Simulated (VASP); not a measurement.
Level of theory: PBEsol GGA, VASP's PBE PAW potentials (set 64) (plane waves; VASP 6.6.1).

VASP ran on this input.

**KPOINTS**
```
k-points along high-symmetry lines
10
Line-mode
Reciprocal
  0.000000   0.000000   0.000000 ! GAMMA
  0.000000   0.500000   0.000000 ! M

  0.000000   0.500000   0.000000 ! M
 -0.333333   0.666667   0.000000 ! K

 -0.333333   0.666667   0.000000 ! K
  0.000000   0.000000   0.000000 ! GAMMA

  0.000000   0.000000   0.000000 ! GAMMA
  0.000000   0.000000   0.500000 ! A

  0.000000   0.000000   0.500000 ! A
  0.000000   0.500000   0.500000 ! L

  0.000000   0.500000   0.500000 ! L
 -0.333333   0.666667   0.500000 ! H

 -0.333333   0.666667   0.500000 ! H
  0.000000   0.000000   0.500000 ! A

  0.000000   0.500000   0.500000 ! L
  0.000000   0.500000   0.000000 ! M

 -0.333333   0.666667   0.500000 ! H
 -0.333333   0.666667   0.000000 ! K
```

File POSCAR:
```
CdS
1
    2.0629527340    -3.5731387790     0.0000000000
    2.0629527340     3.5731387790    -0.0000000000
    0.0000000000     0.0000000000     6.7034207672
Cd S
2 2
Direct
  0.6666670000   0.3333330000   0.5000177328
  0.3333330000   0.6666670000   0.0000177328
  0.6666670000   0.3333330000   0.8769822672
  0.3333330000   0.6666670000   0.3769822672
```

INCAR:
```
SYSTEM = CdS
PREC = Accurate
ENCUT = 400
EDIFF = 1E-7
NELM = 100
ALGO = Normal
LREAL = .FALSE.
LASPH = .TRUE.
ISMEAR = 0
SIGMA = 0.05
GGA = PS
LMAXMIX = 4
LWAVE = .FALSE.
LCHARG = .FALSE.
LORBIT = 11
ICHARG = 11
```

POTCAR, in this order: Cd S (PBE.64 set). Program: vasp_std. Read from the step before: CHGCAR.

The resulting files:

### OSZICAR
```
       N       E                     dE             d eps       ncg     rms          rms(c)
DAV:   1     0.210175102049E+03    0.21018E+03   -0.15667E+04  3976   0.122E+03
DAV:   2    -0.224290322560E+01   -0.21242E+03   -0.20853E+03  4476   0.330E+02
DAV:   3    -0.127953752039E+02   -0.10552E+02   -0.10468E+02  4716   0.744E+01
DAV:   4    -0.129085074038E+02   -0.11313E+00   -0.11306E+00  4636   0.723E+00
DAV:   5    -0.129103959634E+02   -0.18886E-02   -0.18883E-02  4812   0.891E-01
DAV:   6    -0.129104498940E+02   -0.53931E-04   -0.53928E-04  4666   0.140E-01
DAV:   7    -0.129104516934E+02   -0.17994E-05   -0.17994E-05  4820   0.228E-02
DAV:   8    -0.129104517645E+02   -0.71103E-07   -0.71087E-07  4646   0.410E-03
   1 F= -.12910452E+02 E0= -.12910452E+02  d E =-.140115E-12
```

### OUTCAR
```
 val. band max:        1.2451236596   @ k =   0.0000   0.0000   0.0000

 cond. band min:       2.3429500389   @ k =   0.0000   0.0000   0.0000



 k-point     1 :       0.0000    0.0000    0.0000
  band No.  band energies     occupation
      1     -11.1681      2.00000
      2     -10.7175      2.00000
      3      -6.4743      2.00000
      4      -6.4691      2.00000
      5      -6.4690      2.00000
      6      -6.3832      2.00000
      7      -6.3832      2.00000
      8      -6.0379      2.00000
      9      -6.0379      2.00000
     10      -5.9407      2.00000
     11      -5.9407      2.00000
     12      -5.5913      2.00000
     13      -3.2399      2.00000
     14       0.4635      2.00000
     15       0.4635      2.00000
     16       1.2022      2.00000
     17       1.2451      2.00000
     18       1.2451      2.00000
     19       2.3430      0.00000
     20       3.9158      0.00000
     21       7.6163      0.00000
     22       7.6163      0.00000

 k-point     2 :       0.0000    0.0556    0.0000
  band No.  band energies     occupation
      1     -11.1564      2.00000
      2     -10.7123      2.00000
      3      -6.4728      2.00000
      4      -6.4642      2.00000
      5      -6.4590      2.00000
      6      -6.3780      2.00000
      7      -6.3764      2.00000
      8      -6.0405      2.00000
      9      -6.0381      2.00000
     10      -5.9468      2.00000
     11      -5.9397      2.00000
     12      -5.5830      2.00000
     13      -3.2173      2.00000
     14       0.3167      2.00000
     15       0.4213      2.00000
     16       0.9935      2.00000
     17       1.1803      2.00000
     18       1.2218      2.00000
     19       2.5867      0.00000
     20       4.0588      0.00000
     21       7.4830      0.00000
     22       7.6686      0.00000

 k-point     3 :       0.0000    0.1111    0.0000
  band No.  band energies     occupation
      1     -11.1224      2.00000
      2     -10.6973      2.00000
...
```

The density is held fixed in this step, so its total energy and stress have no physical meaning.

The compound is CdS in the wurtzite structure. It was relaxed first.
